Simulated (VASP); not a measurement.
Here is the system:

```
CELL_PARAMETERS angstrom
      1.84173    -3.18998     0.00000
      1.84173     3.18998     0.00000
      0.00000     0.00000     6.54677
ATOMIC_POSITIONS crystal
  Zr 0.00000 0.00000 0.00000
  S  0.33333 0.66667 0.22149
  S  0.66667 0.33333 0.77851
```

All values below come from PBE GGA, VASP's PBE PAW potentials (set 64) (plane waves; VASP). Run with 520 eV cut-off, 8×8×4 Γ-centred mesh, Gaussian smearing of 0.050 eV, potentials Zr_sv S.

Without a dispersion term in the relaxation, distances and binding between the weakly bound layers, chains or molecules are unreliable, and so is what depends on them.

Q: Predict the energy per atom (σ→0).

A: 
| Item | Result |
|---|---|
| energy per atom (σ→0) | -7.147 eV/atom |

The compound is ZrS2 in the 1T layered structure. It was relaxed first, which changed the volume by +14 %.
